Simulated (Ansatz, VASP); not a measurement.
**Cross-check of Mo (linear Mo chain, spacing 3.025 A) between VASP and Ansatz**

Wanted: the spread between two codes on one cell, functional and k mesh.

Method: plane waves, with VASP 6.6.1 beside it; single point at LDA, DFT+U, in Ansatz 0.2.0.

In doubt: warnings of the run leave room for a lower electronic state, so energies may not be the lowest and differences between runs may mislead.

## 1. Starting point

The cell holds 2 atoms: 2 Mo. Its edges and angles: a = 12.000 Å, b = 12.000 Å, c = 6.050 Å, α = 90.0°, β = 90.0°, γ = 90.0°. It derives from Mo (linear Mo chain, spacing 3.025 A), repeated 1×1×2. Model lattice. Vacuum lies along a and b. The structure's axis is c.

Coordinates:

```xyz
2
Lattice="12.0000 0.0000 0.0000 0.0000 12.0000 0.0000 0.0000 0.0000 6.0500" Properties=species:S:1:pos:R:3
Mo    6.0000    6.0000    0.0000
Mo    6.0000    6.0000    3.0250
```

## 2. VASP: single point, LDA, DFT+U

A single point gives forces, pressure and levels at one fixed geometry, so differences don't come from the geometry; what else differs is listed under the comparison.

Lines of VASP's logs that name or quote its potential files are left out, and so is its time.

The input, INCAR:

```
SYSTEM = Mo
PREC = Normal
ENCUT = 350
EDIFF = 1E-06
NELM = 150
ISMEAR = 0
SIGMA = 0.05
LREAL = .FALSE.
ALGO = Normal
GGA = CA
NBANDS = 21
ISPIN = 2
MAGMOM = 1 1
LDAU = .TRUE.
LDAUTYPE = 2
LDAUL = 2
LDAUU = 5
LDAUJ = 0
LDAUPRINT = 1
LASPH = .TRUE.
LMAXMIX = 4
LORBIT = 11
LWAVE = .FALSE.
LCHARG = .TRUE.
NCORE = 2
AMIX = 0.2
BMIX = 1E-04
AMIX_MAG = 0.8
BMIX_MAG = 1E-04
```

The input, POSCAR:

```
Mo
1.0
   12.0000000000      0.0000000000      0.0000000000
    0.0000000000     12.0000000000      0.0000000000
    0.0000000000      0.0000000000      6.0500000000
Mo
2
Direct
    0.5000000000      0.5000000000      0.0000000000
    0.5000000000      0.5000000000      0.5000000000
```

The input, KPOINTS:

```
Automatic mesh
0
Gamma
1 1 7
0 0 0
```

Potentials, in the order of the species: Mo_sv (LDA family, release 64).

Run with:

```console
$ mpirun -np 2 vasp_std
```

Numbers of over 12 decimals in the logs are rounded to 6 here.

The program printed:

```text
[banner, memory and clock lines left out]
running    2 mpi-ranks, on    1 nodes
 distrk:  each k-point on    2 cores,    1 groups
 distr:  one band on    2 cores,    1 groups

 POSCAR found type information on POSCAR Mo
 POSCAR found :  1 types and       2 ions
 LDA part: xc-table for (Slater(with rela. corr.)+CA(PZ))
 , standard interpolation
 POSCAR, INCAR and KPOINTS ok, starting setup
 FFT: planning ... GRIDC
 FFT: planning ... GRID_SOFT
 FFT: planning ... GRID
 WAVECAR not read
 entering main loop
       N       E                     dE             d eps       ncg     rms          rms(c)
DAV:   1     0.149398571463E+03    0.14940E+03   -0.11641E+04   512   0.623E+02
DAV:   2     0.163909778214E+02   -0.13301E+03   -0.13111E+03   482   0.172E+02
DAV:   3     0.302903929356E+01   -0.13362E+02   -0.11748E+02   467   0.398E+01
DAV:   4     0.206190319198E+01   -0.96714E+00   -0.83711E+00   427   0.823E+00
DAV:   5     0.200998127043E+01   -0.51922E-01   -0.45767E-01   412   0.173E+00    0.651E+00
DAV:   6     0.349537915786E-01   -0.19750E+01   -0.44694E+00   421   0.721E+00    0.808E+00
DAV:   7    -0.136478410379E+01   -0.13997E+01   -0.37071E-01   434   0.229E+00    0.772E+00
DAV:   8    -0.295011772223E+01   -0.15853E+01   -0.58815E-01   411   0.243E+00    0.882E+00
DAV:   9    -0.278242633630E+01    0.16769E+00   -0.13700E-02   390   0.581E-01    0.853E+00
DAV:  10    -0.253988285295E+01    0.24254E+00   -0.72796E-02   376   0.114E+00    0.790E+00
DAV:  11    -0.199013260273E+01    0.54975E+00   -0.10102E-01   385   0.174E+00    0.795E+00
DAV:  12    -0.121747683134E+01    0.77266E+00   -0.65744E+00   400   0.943E+00    0.514E+00
DAV:  13    -0.164011515045E+01   -0.42264E+00   -0.17776E+00   386   0.625E+00    0.356E+00
DAV:  14    -0.157178528482E+01    0.68330E-01   -0.17377E+00   411   0.338E+00    0.192E+00
[...]
DAV:  35    -0.155558028835E+01    0.87285E-04   -0.37309E-04   408   0.109E-01    0.797E-02
DAV:  36    -0.155548422317E+01    0.96065E-04   -0.25877E-04   431   0.927E-02    0.617E-02
DAV:  37    -0.155555592998E+01   -0.71707E-04   -0.58300E-05   424   0.353E-02    0.314E-02
DAV:  38    -0.155554956336E+01    0.63666E-05   -0.17701E-05   434   0.240E-02    0.297E-02
DAV:  39    -0.155558046999E+01   -0.30907E-04   -0.14317E-05   310   0.158E-02    0.843E-03
DAV:  40    -0.155558184052E+01   -0.13705E-05   -0.61320E-07   221   0.449E-03    0.595E-03
DAV:  41    -0.155558302084E+01   -0.11803E-05   -0.65713E-07   248   0.340E-03    0.303E-03
DAV:  42    -0.155558326513E+01   -0.24429E-06   -0.20642E-07   193   0.248E-03
   1 F= -.15555833E+01 E0= -.15515533E+01  d E =-.805985E-02  mag=     2.5711
```

OUTCAR, selected parts (step 2):

```text
ion  position               nearest neighbor table
   1  0.500  0.500  0.000-   2 3.02   2 3.02
   2  0.500  0.500  0.500-   1 3.02   1 3.02

  LATTYP: Found a simple tetragonal cell.
 ALAT       =    12.0000000000
 C/A-ratio  =     0.5041666667

 Subroutine GETGRP returns: Found 16 space group operations
 (whereof 16 operations were pure point group operations)

The static configuration has the point symmetry D_4h.

 Found      4 irreducible k-points:

   k-points           NKPTS =      4   k-points in BZ     NKDIM =      4   number of bands    NBANDS=     21

   dimension x,y,z NGX =    56 NGY =   56 NGZ =   28
   dimension x,y,z NGXF=   112 NGYF=  112 NGZF=   56

   ENCUT  =  350.0 eV  25.72 Ry    5.07 a.u.  18.31 18.31  9.23*2*pi/ulx,y,z

   NELECT =      28.0000    total number of electrons

 k-points in reciprocal lattice and weights: Automatic mesh
   0.00000000  0.00000000  0.00000000       0.143
   0.00000000  0.00000000  0.14285714       0.286
   0.00000000  0.00000000  0.28571429       0.286
   0.00000000  0.00000000  0.42857143       0.286

atom =   1  type =  1  l = 2

 onsite density matrix

spin component  1

  0.8564  0.0000  0.0000 -0.0000 -0.0000
  0.0000  0.0001 -0.0000  0.0000  0.0000
  0.0000 -0.0000  0.7983  0.0000  0.0000
 -0.0000  0.0000  0.0000  0.0001 -0.0000
 -0.0000  0.0000  0.0000 -0.0000  0.8564

spin component  2

  0.0000  0.0000  0.0000 -0.0000 -0.0000
  0.0000  0.6631  0.0000 -0.0000 -0.0000
  0.0000  0.0000  0.0533  0.0000 -0.0000
 -0.0000 -0.0000  0.0000  0.6631  0.0000
 -0.0000 -0.0000 -0.0000  0.0000  0.0000

 occupancies and eigenvectors

  o =  0.0000  v =  0.0000  0.0000  0.0000  0.0000  0.0000  0.0000 -0.0000  0.0000  0.0000  1.0000      0.0000  0.0000  0.0000  0.0000  0.0000  0.0000  0.0000  0.0000  0.0000  0.0000
  o =  0.0000  v =  0.0000  0.0000  0.0000  0.0000  0.0000  1.0000  0.0000  0.0000  0.0000  0.0000      0.0000  0.0000  0.0000  0.0000  0.0000  0.0000  0.0000  0.0000  0.0000  0.0000
  o =  0.0001  v =  0.0000 -0.1470 -0.0000 -0.9891  0.0000  0.0000  0.0000  0.0000  0.0000  0.0000      0.0000  0.0000  0.0000  0.0000  0.0000  0.0000  0.0000  0.0000  0.0000  0.0000
  o =  0.0001  v =  0.0000  0.9891  0.0000 -0.1470 -0.0000  0.0000  0.0000  0.0000  0.0000  0.0000      0.0000  0.0000  0.0000  0.0000  0.0000  0.0000  0.0000  0.0000  0.0000  0.0000
  o =  0.0533  v =  0.0000  0.0000  0.0000  0.0000  0.0000  0.0000 -0.0000 -1.0000 -0.0000  0.0000      0.0000  0.0000  0.0000  0.0000  0.0000  0.0000  0.0000  0.0000  0.0000  0.0000
  o =  0.6631  v =  0.0000  0.0000  0.0000  0.0000  0.0000  0.0000 -0.8874  0.0000  0.4610 -0.0000      0.0000  0.0000  0.0000  0.0000  0.0000  0.0000  0.0000  0.0000  0.0000  0.0000
  o =  0.6631  v =  0.0000  0.0000  0.0000  0.0000  0.0000  0.0000  0.4610 -0.0000  0.8874  0.0000      0.0000  0.0000  0.0000  0.0000  0.0000  0.0000  0.0000  0.0000  0.0000  0.0000
  o =  0.7983  v =  0.0000 -0.0000 -1.0000  0.0000  0.0000  0.0000  0.0000  0.0000  0.0000  0.0000      0.0000  0.0000  0.0000  0.0000  0.0000  0.0000  0.0000  0.0000  0.0000  0.0000
  o =  0.8564  v =  1.0000  0.0000  0.0000  0.0000  0.0000  0.0000  0.0000  0.0000  0.0000  0.0000      0.0000  0.0000  0.0000  0.0000  0.0000  0.0000  0.0000  0.0000  0.0000  0.0000
  o =  0.8564  v =  0.0000 -0.0000 -0.0000  0.0000 -1.0000  0.0000  0.0000  0.0000  0.0000  0.0000      0.0000  0.0000  0.0000  0.0000  0.0000  0.0000  0.0000  0.0000  0.0000  0.0000

atom =   2  type =  1  l = 2

 onsite density matrix

spin component  1

  0.8564  0.0000  0.0000 -0.0000 -0.0000
  0.0000  0.0001 -0.0000  0.0000  0.0000
  0.0000 -0.0000  0.7983  0.0000 -0.0000
 -0.0000  0.0000  0.0000  0.0001  0.0000
 -0.0000  0.0000 -0.0000  0.0000  0.8564

spin component  2

  0.0000  0.0000  0.0000 -0.0000 -0.0000
  0.0000  0.6631  0.0000 -0.0000  0.0000
  0.0000  0.0000  0.0533  0.0000  0.0000
 -0.0000 -0.0000  0.0000  0.6631 -0.0000
 -0.0000  0.0000  0.0000 -0.0000  0.0000

 occupancies and eigenvectors

  o =  0.0000  v =  0.0000  0.0000  0.0000  0.0000  0.0000  0.0000 -0.0000 -0.0000  0.0000  1.0000      0.0000  0.0000  0.0000  0.0000  0.0000  0.0000  0.0000  0.0000  0.0000  0.0000
  o =  0.0000  v =  0.0000  0.0000  0.0000  0.0000  0.0000  1.0000  0.0000  0.0000  0.0000  0.0000      0.0000  0.0000  0.0000  0.0000  0.0000  0.0000  0.0000  0.0000  0.0000  0.0000
  o =  0.0001  v =  0.0000  0.9901 -0.0000  0.1404  0.0000  0.0000  0.0000  0.0000  0.0000  0.0000      0.0000  0.0000  0.0000  0.0000  0.0000  0.0000  0.0000  0.0000  0.0000  0.0000
  o =  0.0001  v =  0.0000 -0.1404  0.0000  0.9901  0.0000  0.0000  0.0000  0.0000  0.0000  0.0000      0.0000  0.0000  0.0000  0.0000  0.0000  0.0000  0.0000  0.0000  0.0000  0.0000
  o =  0.0533  v =  0.0000  0.0000  0.0000  0.0000  0.0000  0.0000  0.0000 -1.0000 -0.0000 -0.0000      0.0000  0.0000  0.0000  0.0000  0.0000  0.0000  0.0000  0.0000  0.0000  0.0000
  o =  0.6631  v =  0.0000  0.0000  0.0000  0.0000  0.0000  0.0000  0.0344 -0.0000  0.9994  0.0000      0.0000  0.0000  0.0000  0.0000  0.0000  0.0000  0.0000  0.0000  0.0000  0.0000
  o =  0.6631  v =  0.0000  0.0000  0.0000  0.0000  0.0000  0.0000 -0.9994 -0.0000  0.0344 -0.0000      0.0000  0.0000  0.0000  0.0000  0.0000  0.0000  0.0000  0.0000  0.0000  0.0000
  o =  0.7983  v =  0.0000 -0.0000 -1.0000 -0.0000 -0.0000  0.0000  0.0000  0.0000  0.0000  0.0000      0.0000  0.0000  0.0000  0.0000  0.0000  0.0000  0.0000  0.0000  0.0000  0.0000
  o =  0.8564  v =  1.0000  0.0000  0.0000  0.0000  0.0000  0.0000  0.0000  0.0000  0.0000  0.0000      0.0000  0.0000  0.0000  0.0000  0.0000  0.0000  0.0000  0.0000  0.0000  0.0000
  o =  0.8564  v =  0.0000  0.0000  0.0000 -0.0000 -1.0000  0.0000  0.0000  0.0000  0.0000  0.0000      0.0000  0.0000  0.0000  0.0000  0.0000  0.0000  0.0000  0.0000  0.0000  0.0000

 average (electrostatic) potential at core
       1 -84.8292       2 -84.8292

 E-fermi :  -3.2005

 spin component 1
 k-point     1 :       0.0000    0.0000    0.0000
  band No.  band energies     occupation
    ...
     11      -5.6068      1.00000
     12      -5.1975      1.00000
     13      -5.1973      1.00000
     14      -4.9941      1.00000
     15      -4.2954      1.00000
     16      -2.7815      0.00000
     17      -2.7815      0.00000
     18      -1.6896      0.00000
     19      -1.6896      0.00000
     20      -0.8553      0.00000
    ...

 k-point     2 :       0.0000    0.0000    0.1429
  band No.  band energies     occupation
    ...
     11      -5.5875      1.00000
     12      -5.2189      1.00000
     13      -5.2186      1.00000
     14      -4.9381      1.00000
     15      -4.3812      1.00000
     16      -2.7225      0.00000
     17      -2.7225      0.00000
     18      -1.7145      0.00000
     19      -1.7145      0.00000
     20      -1.6618      0.00000
    ...

 k-point     3 :       0.0000    0.0000    0.2857
  band No.  band energies     occupation
    ...
     11      -5.5330      1.00000
     12      -5.2781      1.00000
     13      -5.2780      1.00000
     14      -4.7659      1.00000
     15      -4.6428      1.00000
     16      -2.8810      0.00000
     17      -2.5543      0.00000
     18      -2.5543      0.00000
     19      -1.8197      0.00000
     20      -1.8197      0.00000
    ...

 k-point     4 :       0.0000    0.0000    0.4286
  band No.  band energies     occupation
    ...
     12      -5.3620      1.00000
     13      -5.3618      1.00000
     14      -5.1300      1.00000
     15      -4.4500      1.00000
     16      -3.8700      1.00000
     17      -2.3060      0.00000
     18      -2.3060      0.00000
     19      -2.0341      0.00000
     20      -2.0341      0.00000
     21       0.3070      0.00000
    ...

 spin component 2
 k-point     1 :       0.0000    0.0000    0.0000
  band No.  band energies     occupation
    ...
      7     -37.4309      1.00000
      8     -37.4309      1.00000
      9      -5.7584      1.00000
     10      -5.3432      1.00000
     11      -5.3432      1.00000
     12      -2.9631      0.00000
     13      -2.9631      0.00000
     14      -2.3589      0.00000
     15      -1.4574      0.00000
     16      -1.4574      0.00000
    ...

 k-point     2 :       0.0000    0.0000    0.1429
  band No.  band energies     occupation
    ...
      7     -37.4329      1.00000
      8     -37.4329      1.00000
      9      -5.6202      1.00000
     10      -5.2656      1.00000
     11      -5.2656      1.00000
     12      -3.2005      0.50000
     13      -3.2005      0.50000
     14      -2.2799      0.00000
     15      -1.8934      0.00000
     16      -1.2386      0.00000
    ...

  Total       -0.3198857     -0.3198857     -2.5478691      0.0000000      0.0000000      0.0000000
  in kB       -0.5882846     -0.5882846     -4.6856498      0.0000000      0.0000000      0.0000000
  external PRESSURE =      -1.9540730 kB  Pullay stress =       0.0000000 kB

  energy-cutoff  :      350.00
  volume of cell :      871.20
      direct lattice vectors                 reciprocal lattice vectors
    12.000000000  0.000000000  0.000000000     0.083333333  0.000000000  0.000000000
     0.000000000 12.000000000  0.000000000     0.000000000  0.083333333  0.000000000
     0.000000000  0.000000000  6.050000000     0.000000000  0.000000000  0.165289256

 POSITION                                       TOTAL-FORCE (eV/Angst)
 -----------------------------------------------------------------------------------
      6.00000      6.00000      0.00000         0.000000      0.000000      0.000000
      6.00000      6.00000      3.02500         0.000000      0.000000     -0.000000
 -----------------------------------------------------------------------------------
    total drift:                                0.000000      0.000000      0.000000

  FREE ENERGIE OF THE ION-ELECTRON SYSTEM (eV)
  ---------------------------------------------------
  free  energy   TOTEN  =        -1.5555832651 eV

  energy  without entropy=       -1.5475234139  energy(sigma->0) =       -1.55155334

 total charge
# of ion       s       p       d       tot
------------------------------------------
    1        2.356   5.977   3.857  12.190
    2        2.356   5.977   3.857  12.190
--------------------------------------------------
tot          4.712  11.954   7.715  24.380

 magnetization (x)
# of ion       s       p       d       tot
------------------------------------------
    1        0.040  -0.004   1.123   1.160
    2        0.040  -0.004   1.123   1.160
--------------------------------------------------
tot          0.081  -0.007   2.246   2.320

[... 2 further parts left out ...]
```

A U on the itinerant d states of such a compound is hard to justify; it moves the bands at the Fermi level and favours large moments.

[end of part 1 of 2]

[Lines on the potential files, build, host, timing and source positions are cut from VASP's logs without a mark.]

[Logs are printed without paths, hosts, clocks, repeated set-up lines and the standing remarks that a program may print on its own settings, such as how far it seeks lower states.]

[Hosts, paths, dates, database ids (printed as entryN), source tags and the programs' standing remarks are cut or masked in the printed files.]
